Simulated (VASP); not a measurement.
Output of a VASP run:

**OUTCAR**
```
 ion  position               nearest neighbor table
   1  0.852  0.852  0.852-   9 1.86   7 1.86   8 1.86   6 1.97  10 1.97   5 1.97   4 2.65   3 2.79
                             3 2.79   3 2.79   4 3.22   4 3.22   4 3.22
   2  0.352  0.352  0.352-  10 1.86   5 1.86   6 1.86   8 1.97   9 1.97   7 1.97   3 2.65   4 2.79
                             4 2.79   4 2.79   3 3.22   3 3.22   3 3.22
   3  0.148  0.148  0.148-   6 1.86   5 1.86  10 1.86   9 1.97   8 1.97   7 1.97   2 2.65   1 2.79
                             1 2.79   1 2.79   2 3.22   2 3.22   2 3.22
   4  0.648  0.648  0.648-   8 1.86   7 1.86   9 1.86  10 1.97   6 1.97   5 1.97   1 2.65   2 2.79
                             2 2.79   2 2.79   1 3.22   1 3.22   1 3.22
   5  0.444  0.056  0.750-   2 1.86   3 1.86   1 1.97   4 1.97
   6  0.056  0.750  0.444-   3 1.86   2 1.86   1 1.97   4 1.97
   7  0.556  0.944  0.250-   1 1.86   4 1.86   3 1.97   2 1.97
   8  0.250  0.556  0.944-   4 1.86   1 1.86   2 1.97   3 1.97
   9  0.944  0.250  0.556-   1 1.86   4 1.86   3 1.97   2 1.97
  10  0.750  0.444  0.056-   2 1.86   3 1.86   4 1.97   1 1.97
  LATTYP: Found a trigonal (rhomboedric) cell.
 ALAT       =     5.1251824435
 COS(alpha) =     0.5693323878
 Subroutine PRICEL returns:
 Original cell was already a primitive cell.
 Subroutine GETGRP returns: Found 12 space group operations
The static configuration has the point symmetry S_6 .
 The point group associated with its full space group is D_3d.
The dynamic configuration has the point symmetry S_6 .
 Subroutine INISYM returns: Found 12 space group operations
 Subroutine IBZKPT returns following result:
 Found     44 irreducible k-points:

 Following reciprocal coordinates:
            Coordinates               Weight
  0.000000  0.000000  0.000000      1.000000
  0.142857  0.000000  0.000000      6.000000
  0.285714  0.000000 -0.000000      6.000000
  0.428571 -0.000000  0.000000      6.000000
  0.142857  0.142857  0.000000      6.000000
  0.285714  0.142857  0.000000     12.000000
  0.428571  0.142857  0.000000     12.000000
 -0.428571  0.142857  0.000000     12.000000
 -0.285714  0.142857 -0.000000     12.000000
 -0.142857  0.142857  0.000000      6.000000
  0.285714  0.285714 -0.000000      6.000000
  0.428571  0.285714 -0.000000     12.000000
 -0.428571  0.285714 -0.000000     12.000000
 -0.285714  0.285714  0.000000      6.000000
  0.428571  0.428571  0.000000      6.000000
 -0.428571  0.428571  0.000000      6.000000
  0.142857  0.142857  0.142857      2.000000
  0.285714  0.142857  0.142857      6.000000
  0.428571  0.142857  0.142857      6.000000
 -0.428571  0.142857  0.142857      6.000000
 -0.285714  0.142857  0.142857      6.000000
 -0.142857  0.142857  0.142857      6.000000
  0.285714  0.285714  0.142857      6.000000
  0.428571  0.285714  0.142857     12.000000
 -0.428571  0.285714  0.142857     12.000000
 -0.285714  0.285714  0.142857     12.000000
 -0.142857  0.285714  0.142857     12.000000
  0.428571  0.428571  0.142857      6.000000
 -0.428571  0.428571  0.142857     12.000000
 -0.285714  0.428571  0.142857     12.000000
 -0.142857  0.428571  0.142857     12.000000
 -0.428571 -0.428571  0.142857      6.000000
 -0.285714 -0.428571  0.142857     12.000000
 -0.285714 -0.285714  0.142857      6.000000
  0.285714  0.285714  0.285714      2.000000
  0.428571  0.285714  0.285714      6.000000
 -0.428571  0.285714  0.285714      6.000000
 -0.285714  0.285714  0.285714      6.000000
  0.428571  0.428571  0.285714      6.000000
 -0.428571  0.428571  0.285714     12.000000
 Subroutine IBZKPT_HF returns following result:
   k-points           NKPTS =     44   k-points in BZ     NKDIM =     44   number of bands    NBANDS=     90
   number of dos      NEDOS =   1001   number of ions     NIONS =     10
   total plane-waves  NPLWV =  64000
   dimension x,y,z NGX =    40 NGY =   40 NGZ =   40
   dimension x,y,z NGXF=    80 NGYF=   80 NGZF=   80
   ions per type =               4   6
   PREC   = accura    normal or accurate (medium, high low for compatibility)
   ISTART =      0    job   : 0-new  1-cont  2-samecut
   ICHARG =      2    charge: 1-file 2-atom 10-const
...
```

**OSZICAR**
```
       N       E                     dE             d eps       ncg     rms          rms(c)
DAV:   1     0.188259303731E+03    0.18826E+03   -0.20946E+04  7928   0.524E+02
DAV:   2    -0.107377796644E+03   -0.29564E+03   -0.28216E+03  9660   0.173E+02
DAV:   3    -0.117683636330E+03   -0.10306E+02   -0.10201E+02  9320   0.270E+01
DAV:   4    -0.117760213936E+03   -0.76578E-01   -0.76558E-01  9248   0.250E+00
DAV:   5    -0.117761308298E+03   -0.10944E-02   -0.10943E-02  9552   0.293E-01    0.177E+01
DAV:   6    -0.982219934880E+02    0.19539E+02   -0.28303E+00  8892   0.818E+00    0.659E+00
DAV:   7    -0.952463145494E+02    0.29757E+01   -0.28992E+00  9400   0.511E+00    0.404E+00
DAV:   8    -0.103086267387E+03   -0.78400E+01   -0.73571E-01  8170   0.340E+00    0.184E+00
DAV:   9    -0.953812418171E+02    0.77050E+01   -0.39449E-01  8070   0.280E+00    0.773E-01
DAV:  10    -0.959552697627E+02   -0.57403E+00   -0.85170E-02  8300   0.106E+00    0.473E-01
DAV:  11    -0.959600713029E+02   -0.48015E-02   -0.13709E-03  9712   0.115E-01    0.512E-01
DAV:  12    -0.961747312635E+02   -0.21466E+00   -0.34265E-02  8098   0.725E-01    0.399E-01
DAV:  13    -0.962697542478E+02   -0.95023E-01   -0.25860E-02  8000   0.574E-01    0.383E-01
DAV:  14    -0.962663136621E+02    0.34406E-02   -0.24917E-03  9384   0.244E-01    0.368E-01
DAV:  15    -0.962695923188E+02   -0.32787E-02   -0.10622E-03  8474   0.150E-01    0.249E-01
DAV:  16    -0.962697274122E+02   -0.13509E-03   -0.13971E-04  9120   0.413E-02    0.180E-01
DAV:  17    -0.962695534095E+02    0.17400E-03   -0.28677E-05  8688   0.196E-02    0.124E-01
DAV:  18    -0.962696561386E+02   -0.10273E-03   -0.41972E-05  8244   0.247E-02    0.580E-02
DAV:  19    -0.962696469739E+02    0.91646E-05   -0.79627E-06  8208   0.116E-02    0.563E-02
DAV:  20    -0.962696662384E+02   -0.19264E-04   -0.35325E-06  8892   0.693E-03    0.605E-02
DAV:  21    -0.962696517960E+02    0.14442E-04   -0.27306E-06  8664   0.634E-03    0.454E-02
DAV:  22    -0.962696342192E+02    0.17577E-04   -0.32565E-06  8712   0.917E-03    0.133E-02
DAV:  23    -0.962696328250E+02    0.13942E-05   -0.10021E-06  8766   0.321E-03    0.950E-03
DAV:  24    -0.962696324076E+02    0.41746E-06   -0.27404E-08  7536   0.609E-04    0.851E-03
DAV:  25    -0.962696283906E+02    0.40169E-05   -0.19927E-07  8702   0.213E-03    0.407E-04
DAV:  26    -0.962696284291E+02   -0.38402E-07   -0.71215E-08  7424   0.975E-04
   1 F= -.96269628E+02 E0= -.96269628E+02  d E =-.109052E-44
 imaginary and real dielectric function
```

### OUTCAR
```
------------------------ aborting loop because EDIFF is reached ----------------------------------------
  FORCE on cell =-STRESS in cart. coord.  units (eV):
  Direction    XX          YY          ZZ          XY          YZ          ZX
  --------------------------------------------------------------------------------------
  Total        0.0393996     -0.0152413     -0.0097386     -0.0000000      0.0000000      0.0173399
  in kB        0.7444937     -0.2879985     -0.1840199     -0.0000000      0.0000000      0.3276538
  external PRESSURE =       0.0908251 kB  Pullay stress =       0.0000000 kB
  volume of cell :       84.79
      direct lattice vectors                 reciprocal lattice vectors
     4.539957640 -2.378293441  0.000131702     0.110135866 -0.210234781 -0.092393553
     4.539957640  2.378293441  0.000131702     0.110135866  0.210234781 -0.092393553
     3.293955716  0.000000000  3.926493318    -0.000007388  0.000000000  0.254686372
 POSITION                                       TOTAL-FORCE (eV/Angst)
 -----------------------------------------------------------------------------------
     10.54119      0.00000      3.34517        -0.009244      0.000000     -0.002934
      4.35426      0.00000      1.38179        -0.009244      0.000000     -0.002934
      1.83268      0.00000      0.58159         0.009244      0.000000      0.002934
      8.01961      0.00000      2.54497         0.009244      0.000000      0.002934
      4.74045     -0.92153      2.94494         0.000000      0.001133     -0.000000
      5.12205      1.64991      1.74244         0.000297     -0.000566     -0.000935
      7.63343      0.92153      0.98182         0.000000     -0.001133     -0.000000
      6.76903      0.72838      3.70568         0.000297      0.000566     -0.000935
      7.25182     -1.64991      2.18432        -0.000297      0.000566      0.000935
      5.60484     -0.72838      0.22107        -0.000297     -0.000566      0.000935
 -----------------------------------------------------------------------------------
    total drift:                               -0.000000     -0.000000     -0.000000
  FREE ENERGIE OF THE ION-ELECTRON SYSTEM (eV)
  ---------------------------------------------------
  free  energy   TOTEN  =       -96.2696284291 eV

  energy  without entropy=      -96.2696284291  energy(sigma->0) =      -96.26962843

 plasma frequency squared (from intraband transitions) (eV^2)
  --------------------------------------------------------------------------------------
       0.000       0.000       0.000
       0.000       0.000       0.000
       0.000       0.000       0.000

 plasma frequency squared (from interband transitions, int dw w eps(2)(w)) (eV^2)
  --------------------------------------------------------------------------------------
     581.693       0.000       0.000      -0.000      -0.748      -0.000
       0.000       0.000     584.049       0.000      -0.000      -0.000
      -0.748      -0.000       0.000       0.000     583.812       0.000
```
(Selected blocks of OUTCAR.)

POSCAR:
```
Al2O3
1
    4.5399576397    -2.3782934410     0.0001317022
    4.5399576397     2.3782934410     0.0001317022
    3.2939557158    -0.0000000000     3.9264933179
Al O
4 6
Direct
  0.8518912185   0.8518912185   0.8518912185
  0.3518912185   0.3518912185   0.3518912185
  0.1481087815   0.1481087815   0.1481087815
  0.6481087815   0.6481087815   0.6481087815
  0.4437371184   0.0562628816   0.7500000000
  0.0562628816   0.7500000000   0.4437371184
  0.5562628816   0.9437371184   0.2500000000
  0.2500000000   0.5562628816   0.9437371184
  0.9437371184   0.2500000000   0.5562628816
  0.7500000000   0.4437371184   0.0562628816
```

Write an INCAR and KPOINTS that could have produced this output.

Several could match; the one computed here: the input of the run itself, r2SCAN meta-GGA, plane waves, VASP's PBE PAW potentials (set 64).

### INCAR
```
ENCUT  =  520   ! plane-wave cut-off (eV)
SYSTEM  =  Al2O3
METAGGA  =  R2SCAN
NEDOS  =  1001   ! DOS grid
LPEAD  =  .True.
LOPTICS  =  .True.
PREC  =  Accurate
EDIFF  =  1E-7   ! SCF stop (eV)
LASPH  =  .True.
LWAVE  =  .False.
NBANDS  =  90
LCHARG  =  .False.
NELM  =  100   ! most electronic steps
CSHIFT  =  0.1
ISMEAR  =  0   ! Gaussian
ALGO  =  Normal   ! blocked Davidson
LMIXTAU  =  .True.
SIGMA  =  0.01   ! width (eV)
LREAL  =  .False.   ! projection in real space or not
```

File KPOINTS:
```
Automatic mesh
0
Gamma
7 7 7
0 0 0
```

POTCAR, in this order: Al O (PBE.64 set). Program: vasp_std.

The compound is Al2O3 in the corundum structure. It was relaxed first.
